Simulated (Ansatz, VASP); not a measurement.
# Cross-check of TaN between VASP and Ansatz, part 2 of 2

Wanted: the spread between two codes on one cell, functional and k mesh. The cell is taken from a series of runs on this material, whose earlier steps may have relaxed, scaled, displaced or heated it; both programs get it as it stands.

VASP 6.6.1 and Ansatz 0.2.0.

So far: The starting structure; VASP: zone-centre phonons, LDA.

### 3. Ansatz: zone-centre phonons, LDA

Level of this step: Ansatz beside VASP: Kohn-Sham DFT, plane waves, LDA (Ansatz).

Ansatz runs on its PAW soft_1 files.

The same cell, functional (in two slightly different forms), mesh and smearing now go to Ansatz, which takes its cutoff from its data sets.

Contents of input.yaml:

```yaml
crystal:
  lattice:
    - [2.8214914365, 0.0, 0.0]
    - [-1.4107457182, 2.4434832605, 0.0]
    - [0.0, 0.0, 2.7840469534]
  atoms:
    - { symbol: "N", position: [0.6666666667, 0.3333333333, 0.0] }
    - { symbol: Ta, position: [0.0, 0.0, 0.5] }
kpoints:
  mp_grid: { grid: [18, 18, 16] }
hamiltonian:
  xc: lda
  pseudopotentials: { kind: paw, azcp: { folder: soft_1 }, xc_functional: pbe }
scf:
  occupations: { method: methfessel_paxton, width: 0.2 }
output:
  eigenvalues: true
phonons:
  method: dfpt
```

Started as:

```bash
$ ansatz run input.yaml --threads 4 --pin off --max-ram 10240MiB --backend cpu --events-out ev --progress --plain --runs-dir out
```

Numbers of over 12 decimals in the logs are rounded to 6 here.

The program printed:

```text
zone centre: on kpoints.mp_grid the ground state, and the responses unless they are solved on pairs of k-points, stand on 819 of the mesh's 5184 k-points, reduced under 4 symmetry operations, with k and −k counted as one. Each operation leaves every solved displacement unchanged or reverses it
Engine: ansatz 0.2.0, aarch64-unknown-linux-gnu
Pseudopotentials: kind: paw
Pseudopotential: N, paw, valence charge 5, recommended cutoff 420 eV (normal), soft_1/N.paw.azcp
Pseudopotential: Ta, paw, valence charge 13, recommended cutoff 420 eV (normal), soft_1/Ta.paw.azcp
Functional definition: SPW92
  exchange = slater_x
  correlation = pw_c
Crystal: 2 atoms, lattice volume = 19.194 Å³
Basis set: ecut = 420 eV, 393 PW (Γ), exchange–correlation on 40×40×40 points (8 copies of the dense FFT grid, shifted against one another)
Bands: 13, of which v1, the nominal top of the filled ones, is band 9 counted from 1 (8 counted from 0)
Symmetry: 12 space group operations
k-points: 819 of 5184 (irreducible under 4 space group operations, time reversal used)
Non-local potential: N, projectors of the file, l = 0: 2, l = 1: 2, l = 2: 1
Non-local potential: Ta, projectors of the file, l = 0: 3, l = 1: 2, l = 2: 2, l = 3: 1
PAW form: soft (Blöchl's): semilocal exchange-correlation on the pseudo side does not see the compensation charge
PAW frozen core: N, regenerated for the run's functional, and the local potential with it (the file was generated under x = pbe(κ = 0.804, μ = 0.219515), c = pbe(β = 0.066725))
PAW frozen core: Ta, regenerated for the run's functional, and the local potential with it (the file was generated under x = pbe(κ = 0.804, μ = 0.219515), c = pbe(β = 0.066725))
PAW one-centre angular grid: N, 110 points (default); XC on 64 Gauss nodes
PAW one-centre angular grid: Ta, 590 points (default); XC on 64 Gauss nodes
Initial density: superposition of atomic densities (chi_scale 0.1, normalization cell, long waves kept (reshape's long-wave potential 0.00 eV rms))
Initial wavefunctions: pseudopotential atomic-orbital guess
Functional: x = slater, c = lda
SCF iter   1: F=—  HF=-10059.926153 eV  |F-HF|=—  |Δ(HF+E_count)|=         —  Δρ=5.52e-2  dr2=3.78e-1  ethr=3.10e-3  ⟨swp⟩=5.0  Hψ=52735  notcnv=0
preconditioner: auto → none  [metal: Δε(μ)=0.075 eV  Ē_g=12.223 eV  σ=0.200 eV  W_gap=0.31  n_scr=8 (ndim 8)  ℏωp=26.8 eV  f_vac=0.000  D(μ)=0.07/eV (n_scr^D=0)  sad-step TF]
SCF iter   2: F=—  HF=-10059.882651 eV  |F-HF|=—  |Δ(HF+E_count)|=   4.35e-2  S|Δr|=    0.00e0  Δρ=3.41e-2  dr2=1.50e-1  ethr=2.10e-3  ⟨swp⟩=1.0  Hψ=17199  notcnv=0
SCF iter   3: F=—  HF=-10059.849628 eV  |F-HF|=—  |Δ(HF+E_count)|=   3.30e-2  S|Δr|=    0.00e0  Δρ=1.82e-3  dr2=3.41e-4  ethr=8.31e-4  ⟨swp⟩=2.3  Hψ=14558  notcnv=0
SCF iter   4: F=—  HF=-10059.849627 eV  |F-HF|=—  |Δ(HF+E_count)|=   3.50e-7  S|Δr|=    0.00e0  Δρ=3.73e-4  dr2=2.43e-5  ethr=1.89e-6  ⟨swp⟩=2.4  Hψ=17548  notcnv=0
SCF iter   5: F=—  HF=-10059.849619 eV  |F-HF|=—  |Δ(HF+E_count)|=   7.81e-6  S|Δr|=    0.00e0  Δρ=4.04e-5  dr2=7.38e-8  ethr=1.35e-7  ⟨swp⟩=2.0  Hψ=16837  notcnv=0
SCF iter   6: F=—  HF=-10059.849619 eV  |F-HF|=—  |Δ(HF+E_count)|=   3.62e-7  S|Δr|=    0.00e0  Δρ=5.34e-6  dr2=2.32e-9  ethr=4.10e-10  ⟨swp⟩=2.1  Hψ=17679  notcnv=0
SCF iter   7: F=—  HF=-10059.849619 eV  |F-HF|=—  |Δ(HF+E_count)|=  5.06e-10  S|Δr|=    0.00e0  Δρ=1.15e-6  dr2=1.63e-10  ethr=1.29e-11  ⟨swp⟩=2.0  Hψ=14721  notcnv=0
SCF iter   8: F=-10059.849619 eV  HF=-10059.849619 eV  |F-HF|=1.82e-12  |Δ(HF+E_count)|=  3.09e-11  S|Δr|=    0.00e0  Δρ=1.94e-7  dr2=4.48e-12  ethr=1.00e-12  ⟨swp⟩=4.8  Hψ=50317  notcnv=0
SCF 1 converged in 8 iterations: F = -10059.849619 eV  dr2 = 4.48e-12
  greatest PAW one-centre occupation: 0.999 electrons in one spin orbital (limit 2), on the Ta atom at site 1 (counted from 0), in its partial waves of l = 0
DFPT response loops at Γ: preconditioner auto → Kerker (q_TF=auto, 2.699 Å⁻¹) (partly filled bands, converged f_vac=0.000); β = 1.00, the filter's whole step (`scf.mixing.beta` (0.50) is not read by the response loops under this deck's `scf.mixing.preconditioner`; to damp them name `kerker` or `kerker_dos`, under which they read `scf.mixing.beta`, and type it under 1.00, their step now; both keys bind the ground state too); Broyden in place of MSR1
SCF converged after 8 iterations
Stability not checked: this state was not tested for a lower state beside it, because cold or Methfessel-Paxton smearing, or corrected tetrahedra, fill the levels in a way that the test cannot read (fill_not_monotonic; see scf.lower_state_search)
Free energy (F): -10059.849619 eV
Harris-Foulkes:  -10059.849619 eV  (|F-HF|=1.82e-12)
Internal energy: -10059.850366 eV  (E = F + TS)
E sigma→0 (E₀):  -10059.849806 eV
Entropy (-TS):   0.000747 eV (0.374 meV/atom)
Fermi energy:    22.388474 eV
Step filling:    the computed levels leave a gap of 0.0043 eV = 0.0 smearing widths at the electron count; against every level under it full and every level over it empty, smearing changes F+E_penalty+E_count by +0.170 meV and its σ→0 estimate by -0.017 meV
--- Per-component energies (eV) ---
  E_band       = -13.756600
  E_kinetic    = 533.329879
  E_local      = -516.329233  (includes V_loc(G=0)·N_el)
  E_nonlocal   = 31.021809
  E_hartree    = 191.245315
  E_xc         = -381.722004
  E_vxc        = -314.547764  (∫ρ·V_xc dr)
  E_paw        = -8177.552232  (= ΣΔE_a)
  E_vpaw       = -129.722789  (= ΣTr[D̂ρ^β])
  E_aug_tail   = 0.000899  (compensation charges beyond the density's cutoff)
  E_ewald      = -1740.183839
  E_core_change = 0.339041  (= ΣΔE_core)
  E_smearing   = 0.000747  (= −TS)
  E_closure    = 0.000000  (closes the sum)
  Σ components = -10059.849619   (vs F -10059.849619, Δ=0.00e0)
--- Band table (eV; the first three rows and the last of 819) ---
  k-point 0: bands = [... 5 lower, 17.4085, 17.4085, 17.6664, 19.3944, 25.6807, 26.5329, 26.5329, 27.0764]
  k-point 1: bands = [... 5 lower, 17.4201, 17.4450, 17.4450, 19.6084, 25.8062, 25.8422, 25.8422, 27.5977]
  k-point 2: bands = [... 5 lower, 16.8035, 17.5494, 17.5494, 20.1662, 24.9117, 24.9117, 26.1534, 28.0085]
  k-point 818: bands = [... 5 lower, 13.9720, 15.1713, 18.1863, 21.4419, 27.4354, 28.2534, 29.5661, 30.6009]
--- Phonons (Γ-DFPT): 4 representative perturbations + reference, on 819 of 5184 k-points (Σ response iterations 12) ---
  k mesh reduced under 4 symmetry operations, with k and −k counted as one. Each operation leaves every solved displacement unchanged or reverses it
  ASR residual: 1.188e-4 → 0.000e0 eV/Å²; symmetrization residual: 2.288e-6 eV/Å²
  ASR residual per site (eV/Å²): 1.19e-4 7.59e-5
  Γ frequencies (cm⁻¹): 0.00 0.00 0.00 615.19 615.19 674.49
  non-analytic LO–TO correction: not included (Born effective charges unavailable; polar crystals: no LO–TO splitting at Γ)
```

Reading the cycles: dr2 is the Hartree energy of the density residual (eV), the measure of convergence; HF is the Harris–Foulkes estimate of the energy, which meets the free energy F at convergence.

### 4. Side by side

Known differences besides the potentials themselves: the data sets hold 18 valence electrons in Ansatz (on its PAW soft_1 files) and 16 in VASP; the cutoff is 420 eV in Ansatz and 600 eV in VASP; VASP's log shows a relativistic correction to its local exchange, Ansatz's none. Total energies have different zeros and are not compared.

Both answers:

```
                  quantity  Ansatz   VASP  difference
optical mode 1 to 2 (cm⁻¹)   615.2  618.2     -0.49 %
     optical mode 3 (cm⁻¹)   674.5  678.3     -0.56 %
```

Modes are paired by rising frequency, not by their patterns, so a pair may set unlike modes beside each other; they are those without the splitting of longitudinal modes.

### 5. Results

* r.m.s. difference of the optical zone-centre modes, each program's sorted by frequency (zone-centre phonons, LDA): 3.3 cm⁻¹
* difference in optical mode 3 (zone-centre phonons, LDA): -0.6 %

The r.m.s. difference of the optical zone-centre modes, each program's sorted by frequency is 3.3 cm⁻¹ (zone-centre phonons, LDA). The data sets hold unlike numbers of valence electrons (18 in Ansatz and 16 in VASP), so part of the differences comes from the potentials. Among the rows given in per cent, the largest difference of the zone-centre phonons, LDA pair is in optical mode 3, -0.6 %. How closely two codes agree says nothing of how well the functional describes the real material.

[Lines on the potential files, build, host, timing and source positions are cut from VASP's logs without a mark.]

[Logs are printed without paths, hosts, clocks, repeated set-up lines and the standing remarks that a program may print on its own settings, such as how far it seeks lower states.]

[Hosts, paths, dates, database ids (printed as entryN), source tags and the programs' standing remarks are cut or masked in the printed files.]
